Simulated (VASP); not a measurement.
# What goes wrong when P is relaxed with a bad input, part 2 of 2

Some relaxations of P get a fault in the input on purpose. Which of them show, and how? The starting structure is a measured crystal structure from the Crystallography Open Database. The first relaxation on each setting starts from this cell expanded by 3 % in volume.

VASP 6.6.1.

Results so far: reference 17.84 Å³ an atom; low precision and a small cutoff 16.72 Å³ an atom; a smearing far too wide 16.22 Å³ an atom.

**5. Relaxation with one electron too many**

Level of this step: PBEsol; plane waves and PAW (P) (VASP).

A slip made on purpose: one electron too many. Against step 2 the input has NELECT = 21 (also changed: NELM).

Input file INCAR:

```
SYSTEM = P
PREC = Accurate
ENCUT = 450
EDIFF = 1E-06
NELM = 60
ISMEAR = 0
SIGMA = 0.03
LREAL = .FALSE.
ALGO = Normal
GGA = PS
NBANDS = 16
LORBIT = 11
LWAVE = .FALSE.
LCHARG = .FALSE.
KPAR = 8
IBRION = 2
NSW = 50
ISIF = 3
EDIFFG = -0.006
NELECT = 21
```

Input file POSCAR:

```
P
1.0
    3.3492377792      0.0000000000      0.0000000000
    0.0000000000      0.0000000000      4.4226622260
    1.6746188896     -5.2939043657      0.0000000000
P
4
Direct
    0.6016200000      0.4193200000      0.7967600000
    0.8983800000      0.9193200000      0.2032400000
    0.3983800000      0.5806800000      0.2032400000
    0.1016200000      0.0806800000      0.7967600000
```

Input file KPOINTS:

```
Automatic mesh
0
Gamma
8 6 8
0 0 0
```

PAW data sets: P (PBE family, release 64).

Run with:

```bash
> mpirun -np 8 vasp_std
```

The program printed:

```text
[... set-up lines as in an earlier step ...]
 entering main loop
       N       E                     dE             d eps       ncg     rms          rms(c)
DAV:   1     0.627699692600E+02    0.62770E+02   -0.79039E+03  2688   0.966E+02
DAV:   2    -0.131780040021E+02   -0.75948E+02   -0.74005E+02  3728   0.161E+02
DAV:   3    -0.163751003623E+02   -0.31971E+01   -0.31603E+01  3568   0.353E+01
DAV:   4    -0.164105958383E+02   -0.35495E-01   -0.35488E-01  3440   0.434E+00
DAV:   5    -0.164112389752E+02   -0.64314E-03   -0.64308E-03  3616   0.548E-01BRMIX: very serious problems
 the old and the new charge density differ
 old charge density:    20.00000 new   21.00000
BRMIX: very serious problems
 the old and the new charge density differ
 old charge density:    20.00000 new   21.00000
BRMIX: very serious problems
 the old and the new charge density differ
 old charge density:    20.00000 new   21.00000
BRMIX: very serious problems
 the old and the new charge density differ
 old charge density:    20.00000 new   21.00000
BRMIX: very serious problems
 the old and the new charge density differ
[...]
DAV:  11    -0.161819580666E+02   -0.15818E-05   -0.45708E-06  3248   0.139E-02    0.412E-03
DAV:  12    -0.161819581254E+02   -0.58755E-07   -0.74290E-07  1792   0.590E-03
   1 F= -.16181958E+02 E0= -.16181677E+02  d E =-.161820E+02
[... from here on, the cycles between the ionic steps are left out ...]
   2 F= -.17397226E+02 E0= -.17396643E+02  d E =-.121527E+01
   3 F= -.17415300E+02 E0= -.17414728E+02  d E =-.123334E+01
   5 F= -.19333624E+02 E0= -.19333280E+02  d E =-.191832E+01
   7 F= -.19334156E+02 E0= -.19333918E+02  d E =-.191886E+01
   9 F= -.19871638E+02 E0= -.19871638E+02  d E =-.537483E+00
  11 F= -.20853950E+02 E0= -.20853275E+02  d E =-.683348E+00
  13 F= -.21022490E+02 E0= -.21021809E+02  d E =-.851888E+00
  15 F= -.21049959E+02 E0= -.21049277E+02  d E =-.273519E-01
  17 F= -.21073271E+02 E0= -.21072588E+02  d E =-.506639E-01
  19 F= -.21090575E+02 E0= -.21089889E+02  d E =-.173040E-01
  21 F= -.21122731E+02 E0= -.21122043E+02  d E =-.321567E-01
  23 F= -.21162437E+02 E0= -.21161743E+02  d E =-.183162E-01
[...]
hard stop encountered!  aborting job ...
[...]
|     The electronic self-consistency was not achieved in the given           |
[...]
soft stop encountered!  aborting job ...
  24 F= -.21167029E+02 E0= -.21166335E+02  d E =-.138716E-02
 deleting file STOPCAR
```

Wall time 6.7 min (8 MPI ranks of AMD EPYC 7R43, shared host); peak memory 1.6 GiB.

The run was stopped at its time limit, after 24 ionic steps.

**6. Relaxation with a leftover external pressure of 100 kbar**

A slip made on purpose: a leftover external pressure of 100 kbar. Against step 2 the input has PSTRESS = 100 (also changed: NELM).

Edit INCAR of step 5 so:

```diff
@@ -19,2 +19,2 @@
 EDIFFG = -0.006
-NELECT = 21
+PSTRESS = 100
```

POSCAR is that of step 5.

KPOINTS is that of step 5.

Run with:

```bash
> mpirun -np 8 vasp_std
```

The program printed:

```text
[... set-up lines as in an earlier step ...]
 entering main loop
       N       E                     dE             d eps       ncg     rms          rms(c)
DAV:   1     0.503897961839E+02    0.50390E+02   -0.76380E+03  2688   0.939E+02
DAV:   2    -0.201694813620E+02   -0.70559E+02   -0.67908E+02  3728   0.152E+02
DAV:   3    -0.231409789860E+02   -0.29715E+01   -0.29596E+01  3568   0.336E+01
DAV:   4    -0.231721361548E+02   -0.31157E-01   -0.31150E-01  3440   0.408E+00
[...]
DAV:  10    -0.229852380492E+02   -0.70634E-05   -0.35710E-05  3288   0.334E-02    0.239E-02
DAV:  11    -0.229852391063E+02   -0.10571E-05   -0.45790E-06  3296   0.158E-02    0.830E-03
DAV:  12    -0.229852392574E+02   -0.15107E-06   -0.25081E-07  1872   0.326E-03
   1 F= -.18090887E+02 E0= -.18090886E+02  d E =-.180909E+02
[... from here on, the cycles between the ionic steps are left out ...]
   2 F= -.18155350E+02 E0= -.18155171E+02  d E =-.644636E-01
   3 F= -.18535504E+02 E0= -.18535411E+02  d E =-.444618E+00
   5 F= -.18954309E+02 E0= -.18954139E+02  d E =-.418805E+00
   7 F= -.19063045E+02 E0= -.19062796E+02  d E =-.108737E+00
   9 F= -.19101079E+02 E0= -.19100978E+02  d E =-.380336E-01
  11 F= -.19117060E+02 E0= -.19116660E+02  d E =-.140223E-01
  13 F= -.19119056E+02 E0= -.19118727E+02  d E =-.160190E-01
  15 F= -.19119216E+02 E0= -.19118907E+02  d E =-.161789E-01
  17 F= -.19119883E+02 E0= -.19119642E+02  d E =-.666632E-03
  19 F= -.19119963E+02 E0= -.19119712E+02  d E =-.800093E-04
  21 F= -.19120135E+02 E0= -.19119941E+02  d E =-.172326E-03
  23 F= -.19120142E+02 E0= -.19119953E+02  d E =-.179465E-03
  24 F= -.19120158E+02 E0= -.19119967E+02  d E =-.159568E-04
 trial-energy change:   -0.000016  1 .order   -0.000016   -0.000025   -0.000007
 step:   0.6163(harm=  0.6163)  dis= 0.00028  next Energy=   -19.120159 (dE=-0.171E-04)
 reached required accuracy - stopping structural energy minimisation
```

The job ended after 4.5 min (8 MPI ranks; peak memory 1.6 GiB; 35 min of CPU time).

Parts of OUTCAR (step 6):

```text
  Total        3.6000295      3.5949109      3.6067723      0.0000000     -0.0000000      0.0000000
  in kB       99.7788481     99.6369809     99.9657326      0.0000000     -0.0000000      0.0000000
  external PRESSURE =      -0.2061461 kB  Pullay stress =     100.0000000 kB

 POSITION                                       TOTAL-FORCE (eV/Angst)
 -----------------------------------------------------------------------------------
      3.36794     -3.67657      1.62745        -0.000000      0.005581      0.000461
      3.36794     -1.09882      3.42456         0.000000     -0.005581      0.000461
      1.68397     -1.09882      1.96677         0.000000     -0.005581     -0.000461
      1.68397     -3.67657      0.16966        -0.000000      0.005581     -0.000461
 -----------------------------------------------------------------------------------
    total drift:                               -0.000000     -0.000000      0.000000

  FREE ENERGIE OF THE ION-ELECTRON SYSTEM (eV)
  ---------------------------------------------------
  free  energy   TOTEN  =       -22.7281670514 eV

  energy  without entropy=      -22.7277843467  energy(sigma->0) =      -22.72797570

[... 2 parts as in an earlier step ...]

[... 2 further parts left out ...]
[key lines of the parts left out:]
E-fermi :   9.6709
```

With a leftover external pressure of 100 kbar the cell ends at 14.452 Å³ an atom, -19.00 % from the reference, a by +1.6 %, b by -6.9 % and c by -14.4 %.

**7. Comparison**

| run | ended | volume (Å³/atom) | change (%) | pressure left (GPa) | core minutes |
| --- | --- | --- | --- | --- | --- |
| reference | converged | 17.843 | - | 0.02 | 29.5 |
| low precision and a small cutoff | converged | 16.718 | -6.3 | -0.04 | 4.93 |
| a smearing far too wide | converged | 16.219 | -9.1 | -0.01 | 44.5 |
| one electron too many | cut off by time | - | - | - | 53.7 |
| a leftover external pressure of 100 kbar | converged | 14.452 | -19.0 | 9.98 | 35.6 |

Core minutes are wall time times ranks, summed over the relaxations behind a row (those for a bulk modulus apart), on shared hosts.

**8. Outcome**

```yaml
volume_of_the_reference: 17.84 Å³/atom
volume_against_the_reference_low_precision_and_a_small_cutoff: -6.30 %
volume_against_the_reference_a_smearing_far_too_wide: -9.10 %
volume_against_the_reference_a_leftover_external_pressure_of_100_kbar: -19.00 %
run_with_one_electron_too_many: cut off by time
```

**Reading.** The run with one electron too many was cut off by time, so it gives no result to compare. The log of the run with one electron too many holds a warning on the charge density. Finished, but with signs in the output that stand out against the reference: a smearing far too wide, with the volume changed by -9.1 %, a by +3.4 %, b by +0.6 % and c by -12.6 % (signs: a warning that the highest band is occupied and a large entropy term in the energy); a leftover external pressure of 100 kbar, with the volume changed by -19.0 %, a by +1.6 %, b by -6.9 % and c by -14.4 % (signs: the Pulay stress that OUTCAR prints, which here is the typed pressure). Finished, and of the signs looked for here (warnings, stress, forces, entropy, moments, translations away from zero, imaginary modes) none stands out against the reference by the marks set here, though the cell is off: low precision and a small cutoff, with the volume changed by -6.3 %, a by +0.2 %, b by -2.1 % and c by -4.5 %. The reference was restarted once and the runs with a slip weren't, so their cells may not have settled fully. Further runs on this material are not shown.

[Lines on the potential files, build, host, timing and source positions are cut from VASP's logs without a mark.]

[Logs are printed without paths, hosts, clocks, repeated set-up lines and the standing remarks that a program may print on its own settings, such as how far it seeks lower states.]

[Hosts, paths, dates, database ids (printed as entryN), source tags and the programs' standing remarks are cut or masked in the printed files.]
